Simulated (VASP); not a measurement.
Here is the system:

```
Pb4SSe3
1.0
    4.23260     0.00000     0.00000
    0.00000     4.23260     0.00000
    0.00000     0.00000    12.03772
Pb Se S
4 3 1
Direct
  0.00000   0.00000   0.25489
  0.00000   0.00000   0.74511
  0.50000   0.50000   0.00000
  0.50000   0.50000   0.50000
  0.50000   0.50000   0.25115
  0.50000   0.50000   0.74885
  0.00000   0.00000   0.00000
  0.00000   0.00000   0.50000
```

Level of theory: LDA (Ceperley-Alder, Perdew-Zunger), VASP's LDA PAW potentials (set 64) (plane waves; VASP). Settings: 400 eV cut-off, 6×6×2 Γ-centred mesh, tetrahedra with Blöchl corrections, potentials Pb_d Se S.

Unless said otherwise, spin-orbit coupling is left out, though it shifts the bands of the heavy elements here.

**Question.** Estimate the energy per atom (σ→0), band gap (on the k-mesh) with the smallest direct gap where there is one.

**Answer.** 
The band gap (on the k-mesh) is none (metal, semimetal or under 0.01 eV) and the energy per atom (σ→0) comes out as -4.786 eV/atom.

Total energies compare only between runs with the same potentials, cut-off and functional.

The structure comes from a computed database's Pb4Se3S entry (P4/mmm); how it stands against other phases isn't given here. It was relaxed first, which changed the volume by -7 %.
